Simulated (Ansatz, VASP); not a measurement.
**Ni2P2O7 in two plane-wave programs**

Wanted: the spread between two codes on one cell, functional and k mesh. Of the first pair: The structure shown is the start of the Ansatz relaxation below; VASP solves that cell, so the two are compared at the walk's first step.

Program: Ansatz 0.2.0. Level of theory: plane waves, with VASP 6.6.1 beside it; PBEsol, DFT+U. Results are calculated unless marked as measured.

**1. The structure**

The cell holds 88 atoms: 16 Ni, 16 P and 56 O. Cell: a = 10.450 Å, b = 10.450 Å, c = 8.936 Å, α = 97.7°, β = 97.7°, γ = 104.3°. It derives from Ni2P2O7 (Ni2P2O7 (C2/m)). Nearest the centre at fractional (0.343, 0.657, 0.000): O51 at 1.91 Å, O57 at 1.96 Å, O49 at 2.05 Å, O55 at 2.10 Å, Ni6 at 2.23 Å, Ni8 at 2.24 Å, P24 at 2.32 Å, P21 at 2.32 Å. The cell carries charge −1.

**2. Ansatz: relaxation, PBEsol, DFT+U**

Ansatz runs on its PAW soft_1 files.

The two programs are compared at the cell with which this relaxation starts, whose forces are those of its first step.

File input.yaml:

```yaml
crystal:
  lattice:
    - [6.41278138, -8.25047767, 0.00100909]
    - [6.41278138, 8.25047767, 0.00100909]
    - [-1.95584229, 0.0, 8.71927883]
  atoms:
    - { symbol: Ni, position: [0.15732, 0.343424, 0.249911], spin: 2.0 }
    - { symbol: Ni, position: [0.344046, 0.156639, 0.249856], spin: -2.0 }
    - { symbol: P, position: [0.389615, 0.38865, 0.046156] }
    - { symbol: P, position: [0.111719, 0.110919, 0.453289] }
    - { symbol: O, position: [-0.000345, 0.001321, 0.001015] }
    - { symbol: O, position: [0.309868, 0.309201, 0.390753] }
    - { symbol: O, position: [0.191537, 0.190953, 0.109112] }
    - { symbol: O, position: [0.194083, 0.03789, 0.361008] }
    - { symbol: O, position: [0.462664, 0.306451, 0.138665] }
    - { symbol: O, position: [0.307854, 0.462364, 0.138483] }
    - { symbol: O, position: [0.038431, 0.193058, 0.36097] }
    - { symbol: Ni, position: [0.157024, 0.343087, 0.749941], spin: 2.0 }
    - { symbol: Ni, position: [0.343816, 0.156364, 0.749944], spin: -2.0 }
    - { symbol: P, position: [0.389356, 0.388792, 0.546476] }
    - { symbol: P, position: [0.111428, 0.111245, 0.953706] }
    - { symbol: O, position: [0.000537, -0.000624, 0.499002] }
    - { symbol: O, position: [0.309729, 0.308945, 0.89064] }
    - { symbol: O, position: [0.191109, 0.190358, 0.609123] }
    - { symbol: O, position: [0.192982, 0.037344, 0.861296] }
    - { symbol: O, position: [0.462711, 0.306758, 0.638858] }
    - { symbol: O, position: [0.304983, 0.450598, 0.632348] }
    - { symbol: O, position: [0.038483, 0.193543, 0.861225] }
    - { symbol: Ni, position: [0.157236, 0.843433, 0.249798], spin: 2.0 }
    - { symbol: Ni, position: [0.343986, 0.656633, 0.249907], spin: -2.0 }
    - { symbol: P, position: [0.389444, 0.888691, 0.046238] }
    - { symbol: P, position: [0.111798, 0.610828, 0.45336] }
    - { symbol: O, position: [2.6e-05, 0.500305, -0.00013] }
    - { symbol: O, position: [0.309699, 0.809241, 0.390745] }
    - { symbol: O, position: [0.191218, 0.690617, 0.10914] }
    - { symbol: O, position: [0.194185, 0.537885, 0.360976] }
    - { symbol: O, position: [0.46261, 0.806568, 0.138719] }
    - { symbol: O, position: [0.307497, 0.962175, 0.138593] }
    - { symbol: O, position: [0.038171, 0.692659, 0.361016] }
    - { symbol: Ni, position: [0.157001, 0.843112, 0.74992], spin: 2.0 }
    - { symbol: Ni, position: [0.34388, 0.656393, 0.749889], spin: -1.0 }
    - { symbol: P, position: [0.389243, 0.888867, 0.546432] }
    - { symbol: P, position: [0.111553, 0.611083, 0.953475] }
    - { symbol: O, position: [0.001234, 0.499014, 0.499675] }
    - { symbol: O, position: [0.307695, 0.81802, 0.899074] }
    - { symbol: O, position: [0.1822, 0.692472, 0.600699] }
    - { symbol: O, position: [0.185197, 0.531014, 0.867186] }
    - { symbol: O, position: [0.469377, 0.815158, 0.632572] }
    - { symbol: O, position: [0.306994, 0.96185, 0.638983] }
    - { symbol: O, position: [0.03846, 0.693365, 0.86113] }
    - { symbol: Ni, position: [0.657063, 0.343102, 0.249916], spin: 2.0 }
    - { symbol: Ni, position: [0.843807, 0.156313, 0.249984], spin: -2.0 }
    - { symbol: P, position: [0.889337, 0.38882, 0.04641] }
    - { symbol: P, position: [0.611499, 0.111116, 0.453579] }
    - { symbol: O, position: [0.500703, -0.000553, -0.000556] }
    - { symbol: O, position: [0.809728, 0.308966, 0.390669] }
    - { symbol: O, position: [0.691234, 0.190437, 0.109145] }
    - { symbol: O, position: [0.693411, 0.037543, 0.361311] }
    - { symbol: O, position: [0.962842, 0.30694, 0.138827] }
    - { symbol: O, position: [0.807042, 0.461868, 0.138779] }
    - { symbol: O, position: [0.538481, 0.193407, 0.361174] }
    - { symbol: Ni, position: [0.657283, 0.343377, 0.749929], spin: 2.0 }
    - { symbol: Ni, position: [0.843995, 0.156605, 0.749842], spin: -2.0 }
    - { symbol: P, position: [0.889548, 0.388559, 0.546249] }
    - { symbol: P, position: [0.61175, 0.110922, 0.953383] }
    - { symbol: O, position: [0.499853, 0.000564, 0.500086] }
    - { symbol: O, position: [0.809724, 0.309035, 0.890818] }
    - { symbol: O, position: [0.691231, 0.190662, 0.609206] }
    - { symbol: O, position: [0.69399, 0.037797, 0.861021] }
    - { symbol: O, position: [0.962512, 0.30622, 0.638641] }
    - { symbol: O, position: [0.807692, 0.462181, 0.638564] }
    - { symbol: O, position: [0.538363, 0.192991, 0.861088] }
    - { symbol: Ni, position: [0.657006, 0.843102, 0.249848], spin: 2.0 }
    - { symbol: Ni, position: [0.843738, 0.656246, 0.249947], spin: -2.0 }
    - { symbol: P, position: [0.889192, 0.888953, 0.046574] }
    - { symbol: P, position: [0.611579, 0.611073, 0.453551] }
    - { symbol: O, position: [0.501164, 0.498979, -0.00087] }
    - { symbol: O, position: [0.809566, 0.808844, 0.390641] }
    - { symbol: O, position: [0.691236, 0.690436, 0.109026] }
    - { symbol: O, position: [0.693494, 0.537583, 0.361137] }
    - { symbol: O, position: [0.96283, 0.807019, 0.138748] }
    - { symbol: O, position: [0.806587, 0.961619, 0.138975] }
    - { symbol: O, position: [0.538345, 0.693212, 0.361186] }
    - { symbol: Ni, position: [0.657289, 0.84343, 0.749816], spin: 2.0 }
    - { symbol: Ni, position: [0.844054, 0.656661, 0.749841], spin: -2.0 }
    - { symbol: P, position: [0.889435, 0.888656, 0.546099] }
    - { symbol: P, position: [0.611863, 0.610892, 0.953244] }
    - { symbol: O, position: [0.500364, 0.500259, 0.500352] }
    - { symbol: O, position: [0.809988, 0.809409, 0.890694] }
    - { symbol: O, position: [0.691372, 0.69078, 0.609098] }
    - { symbol: O, position: [0.694279, 0.537997, 0.860858] }
    - { symbol: O, position: [0.962696, 0.806565, 0.638508] }
    - { symbol: O, position: [0.80758, 0.962182, 0.638544] }
    - { symbol: O, position: [0.549648, 0.694997, 0.867462] }
total_charge: -1
basis:
  ecutwfc: 420
  xc_grid: 2
hamiltonian:
  xc: pbesol
  hubbard:
    sites: [{ species: Ni, l: d, u_eff: 5.0 }]
    projectors: ortho-atomic
  pseudopotentials: { kind: paw, azcp: { folder: soft_1 }, xc_functional: pbe }
kpoints:
  mp_grid: { grid: [1, 1, 1] }
magnetization:
  spin_polarized: true
  initial_magnetization: 1
  spin_locking: { lock_magnetization: hard }
scf:
  occupations: { method: fermi_dirac, width: 0.01 }
  max_iter: 120
  lower_state_search: "off"
output:
  forces: true
relax:
  f_tol: 0.015
  max_steps: 70
  escape_saddle: false
checkpoint:
  write: "../B.relax.run"
  compress: false
  write_wavefunctions: true
  write_every: 100000
```

Run with:

```sh
> ansatz run input.yaml --threads 8 --pin off --max-ram 18841MiB --backend cpu --events-out ev --progress --plain --runs-dir out
```

Numbers of over 12 decimals in the logs are rounded to 6 here.

What it wrote:

```text
Engine: ansatz 0.2.0, aarch64-unknown-linux-gnu
Pseudopotentials: kind: paw
Pseudopotential: Ni, paw, valence charge 18, recommended cutoff 420 eV (normal), soft_1/Ni.paw.azcp
Pseudopotential: P, paw, valence charge 5, recommended cutoff 420 eV (normal), soft_1/P.paw.azcp
Pseudopotential: O, paw, valence charge 6, recommended cutoff 420 eV (normal), soft_1/O.paw.azcp
Functional definition: PBEsol
  exchange = pbesol_x
  correlation = pbesol_c
Crystal: 88 atoms, lattice volume = 922.681 Å³
Basis set: ecut = 420 eV, 18077 PW (Γ), exchange–correlation on 144×144×120 points (8 copies of the dense FFT grid, shifted against one another)
Bands: 441, of which v1, the nominal top of the filled ones, is band 353 counted from 1 (352 counted from 0)
Symmetry: 1 space group operations
Space group: P1 (ITA 1), of the structure as read, at distance tolerance 9.7e-5 Å
Magnetic group: BNS 1.1 (UNI 1), of the structure as read, at distance tolerance 9.7e-5 Å
k-points: 1
Non-local potential: Ni, projectors of the file, l = 0: 3, l = 1: 2, l = 2: 3, l = 3: 1
Non-local potential: P, projectors of the file, l = 0: 2, l = 1: 2, l = 2: 1
Non-local potential: O, projectors of the file, l = 0: 2, l = 1: 2, l = 2: 1
PAW form: soft (Blöchl's): semilocal exchange-correlation on the pseudo side does not see the compensation charge
PAW frozen core: Ni, regenerated for the run's functional, and the local potential with it (the file was generated under x = pbe(κ = 0.804, μ = 0.219515), c = pbe(β = 0.066725))
PAW frozen core: P, regenerated for the run's functional, and the local potential with it (the file was generated under x = pbe(κ = 0.804, μ = 0.219515), c = pbe(β = 0.066725))
PAW frozen core: O, regenerated for the run's functional, and the local potential with it (the file was generated under x = pbe(κ = 0.804, μ = 0.219515), c = pbe(β = 0.066725))
PAW one-centre angular grid: Ni, 590 points (default); XC on 64 Gauss nodes
PAW one-centre angular grid: P, 110 points (default); XC on 64 Gauss nodes
PAW one-centre angular grid: O, 110 points (default); XC on 64 Gauss nodes
Initial density: superposition of atomic densities (chi_scale 0.1, normalization cell, long waves kept (reshape's long-wave potential 0.17 eV rms))
Starting moments: Σ|m| = 31 μB on 16 of 88 sites
Initial wavefunctions: pseudopotential atomic-orbital guess
Functional: x = pbesol(κ = 0.804, μ = 0.123457), c = pbesol(β = 0.046)
SCF iter   1: F=—  HF=-136259.605842 eV  |F-HF|=—  |Δ(HF+E_count)|=         —  Δρ=2.27e-1 (↑2.20e-1 ↓2.27e-1)  dr2=1.24e3  dr2_m=1.19e2  M=1.000 μB ∫|m|=2.497 μB  β_m=0.30  ethr=3.10e-3  ⟨swp⟩=6.0  Hψ=3649  notcnv=0  defer=104
preconditioner: auto → Resta (q_TF=auto, 2.609 Å⁻¹)  ε∞=4.5  [insulator: Δε(μ)=0.097 eV  Ē_g=15.650 eV  σ=0.010 eV  W_gap=0.98  n_scr=270 (ndim 8)  ℏωp=29.4 eV  f_vac=0.009  D(μ)=3.63/eV (n_scr^D=8)  ε∞_Penn≈4.5]
spin=Collinear: Resta preconditioning applied to the charge; magnetization (m = ρ↑ − ρ↓) channel mixes plain (no charge-response kernel on spin).
SCF iter   2: F=—  HF=-136100.319830 eV  |F-HF|=—  |Δ(HF+E_count)|=    1.59e2  Δρ=8.11e-2 (↑8.11e-2 ↓7.67e-2)  dr2=1.04e2  dr2_m=9.13e0  M=1.000 μB ∫|m|=27.679 μB  β_m=0.28  ethr=3.10e-3  ⟨swp⟩=4.0  Hψ=2077  notcnv=0  defer=142
SCF iter   3: F=—  HF=-136092.454384 eV  |F-HF|=—  |Δ(HF+E_count)|=    7.87e0  Δρ=1.36e-1 (↑1.36e-1 ↓5.51e-2)  dr2=3.18e2  dr2_m=2.16e1  M=1.000 μB ∫|m|=25.088 μB  β_m=0.28  ethr=3.10e-3  ⟨swp⟩=3.0  Hψ=1778  notcnv=0  defer=148
SCF iter   4: F=—  HF=-136097.205564 eV  |F-HF|=—  |Δ(HF+E_count)|=    4.75e0  Δρ=7.53e-2 (↑7.53e-2 ↓4.35e-2)  dr2=7.92e1  dr2_m=8.72e0  M=1.000 μB ∫|m|=27.656 μB  β_m=0.28  ethr=3.10e-3  ⟨swp⟩=3.5  Hψ=2138  notcnv=0  defer=146
SCF iter   5: F=—  HF=-136104.894285 eV  |F-HF|=—  |Δ(HF+E_count)|=    7.69e0  Δρ=6.46e-2 (↑6.46e-2 ↓3.58e-2)  dr2=6.31e1  dr2_m=6.87e0  M=1.000 μB ∫|m|=28.800 μB  β_m=0.36  ethr=3.10e-3  ⟨swp⟩=2.5  Hψ=1726  notcnv=0  defer=165
SCF iter   6: F=—  HF=-136109.307451 eV  |F-HF|=—  |Δ(HF+E_count)|=    4.41e0  Δρ=6.53e-2 (↑6.53e-2 ↓2.52e-2)  dr2=6.23e1  dr2_m=7.03e0  M=1.000 μB ∫|m|=29.656 μB  β_m=0.43  ethr=3.10e-3  ⟨swp⟩=6.0  Hψ=1594  notcnv=0  defer=163
SCF iter   7: F=—  HF=-136108.687377 eV  |F-HF|=—  |Δ(HF+E_count)|=   6.20e-1  Δρ=5.38e-2 (↑5.38e-2 ↓1.97e-2)  dr2=4.75e1  dr2_m=4.48e0  M=1.000 μB ∫|m|=29.852 μB  β_m=0.46  ethr=3.10e-3  ⟨swp⟩=2.5  Hψ=1704  notcnv=0  defer=167
SCF iter   8: F=—  HF=-136105.937097 eV  |F-HF|=—  |Δ(HF+E_count)|=    2.75e0  Δρ=4.36e-2 (↑4.36e-2 ↓1.41e-2)  dr2=3.34e1  dr2_m=2.74e0  M=1.000 μB ∫|m|=29.860 μB  β_m=0.42  ethr=3.10e-3  ⟨swp⟩=5.5  Hψ=739  notcnv=0  defer=168
SCF iter   9: F=—  HF=-136104.932870 eV  |F-HF|=—  |Δ(HF+E_count)|=    1.00e0  Δρ=7.09e-2 (↑7.09e-2 ↓8.81e-3)  dr2=4.28e1  dr2_m=1.22e1  M=1.000 μB ∫|m|=29.804 μB  β_m=0.46  ethr=3.10e-3  ⟨swp⟩=2.5  Hψ=1056  notcnv=0  defer=157
[...]
Occupation matrices written to <dir>
--- Relaxed structure (19 steps of the walk, 17 accepted, 0 SCFs on fresh bases) ---
  F+E_penalty+E_count = -136107.83256825 eV   max|allowed force component| = 1.210e-2 eV/Å
  atoms:
    - { symbol: Ni, position: [0.162003, 0.347534, 0.247508] }
    - { symbol: Ni, position: [0.349649, 0.161119, 0.245893] }
    - { symbol: P, position: [0.390827, 0.391170, 0.039693] }
    - { symbol: P, position: [0.111860, 0.108752, 0.447064] }
    - { symbol: O, position: [0.00511492, 0.00511471, 0.018955] }
    - { symbol: O, position: [0.313709, 0.310258, 0.389622] }
    - { symbol: O, position: [0.195518, 0.194423, 0.108216] }
    - { symbol: O, position: [0.194941, 0.037769, 0.354111] }
    - { symbol: O, position: [0.466526, 0.310878, 0.131349] }
    - { symbol: O, position: [0.311161, 0.464021, 0.135951] }
    - { symbol: O, position: [0.040414, 0.193998, 0.356706] }
    - { symbol: Ni, position: [0.151441, 0.334156, 0.748631] }
    - { symbol: Ni, position: [0.342211, 0.152287, 0.750349] }
    - { symbol: P, position: [0.385886, 0.386437, 0.550411] }
    - { symbol: P, position: [0.111933, 0.109479, 0.956834] }
    - { symbol: O, position: [-0.00324845, -0.00606757, 0.481125] }
    - { symbol: O, position: [0.308304, 0.305949, 0.888101] }
    - { symbol: O, position: [0.187924, 0.182738, 0.606076] }
    - { symbol: O, position: [0.191295, 0.033737, 0.864101] }
    - { symbol: O, position: [0.461443, 0.303969, 0.640749] }
    - { symbol: O, position: [0.296893, 0.450520, 0.639924] }
    - { symbol: O, position: [0.035485, 0.187580, 0.862743] }
    - { symbol: Ni, position: [0.159044, 0.841674, 0.249799] }
    - { symbol: Ni, position: [0.343666, 0.656700, 0.249857] }
    - { symbol: P, position: [0.392928, 0.884807, 0.044249] }
    - { symbol: P, position: [0.115498, 0.607576, 0.455454] }
    - { symbol: O, position: [-0.027691, 0.534258, 0.024189] }
    - { symbol: O, position: [0.310289, 0.809334, 0.392580] }
    - { symbol: O, position: [0.191178, 0.690218, 0.107138] }
    - { symbol: O, position: [0.199656, 0.539007, 0.359651] }
    - { symbol: O, position: [0.461358, 0.800550, 0.140055] }
    - { symbol: O, position: [0.317768, 0.966182, 0.137824] }
    - { symbol: O, position: [0.034290, 0.682852, 0.361841] }
    - { symbol: Ni, position: [0.161821, 0.838304, 0.749905] }
    - { symbol: Ni, position: [0.351625, 0.648829, 0.749929] }
    - { symbol: P, position: [0.392513, 0.901072, 0.541855] }
    - { symbol: P, position: [0.099317, 0.607827, 0.958021] }
    - { symbol: O, position: [0.013045, 0.485739, 0.500507] }
    - { symbol: O, position: [0.312825, 0.806850, 0.890729] }
    - { symbol: O, position: [0.193581, 0.687597, 0.608960] }
[...]
- { symbol: Ni, position: [0.657104, 0.343288, 0.249878] }
    - { symbol: Ni, position: [0.844523, 0.155324, 0.250031] }
    - { symbol: P, position: [0.883248, 0.396726, 0.050005] }
    - { symbol: P, position: [0.603645, 0.117171, 0.449914] }
[...]
- { symbol: Ni, position: [0.657028, 0.343474, 0.749827] }
    - { symbol: Ni, position: [0.843064, 0.157583, 0.749894] }
    - { symbol: P, position: [0.893276, 0.384341, 0.545428] }
    - { symbol: P, position: [0.616103, 0.107005, 0.954279] }
[...]
- { symbol: Ni, position: [0.652816, 0.838241, 0.252200] }
    - { symbol: Ni, position: [0.839323, 0.650735, 0.253922] }
    - { symbol: P, position: [0.891397, 0.888766, 0.052742] }
    - { symbol: P, position: [0.609225, 0.609577, 0.460060] }
[...]
- { symbol: O, position: [0.536320, 0.689146, 0.363732] }
    - { symbol: Ni, position: [0.666341, 0.849075, 0.751115] }
    - { symbol: Ni, position: [0.848025, 0.658153, 0.749385] }
    - { symbol: P, position: [0.891134, 0.888152, 0.542965] }
    - { symbol: P, position: [0.613973, 0.614496, 0.949350] }
    - { symbol: O, position: [0.498500, 0.505168, 0.516939] }
    - { symbol: O, position: [0.817743, 0.812560, 0.893675] }
    - { symbol: O, position: [0.694350, 0.692178, 0.611656] }
    - { symbol: O, position: [0.696400, 0.538934, 0.858971] }
    - { symbol: O, position: [0.966220, 0.808256, 0.635731] }
    - { symbol: O, position: [0.813475, 0.965207, 0.636952] }
    - { symbol: O, position: [0.549989, 0.703597, 0.859918] }
```

[end of part 1 of 2]

[Lines on the potential files, build, host, timing and source positions are cut from VASP's logs without a mark.]

[Logs are printed without paths, hosts, clocks, repeated set-up lines and the standing remarks that a program may print on its own settings, such as how far it seeks lower states.]

[Hosts, paths, dates, database ids (printed as entryN), source tags and the programs' standing remarks are cut or masked in the printed files.]
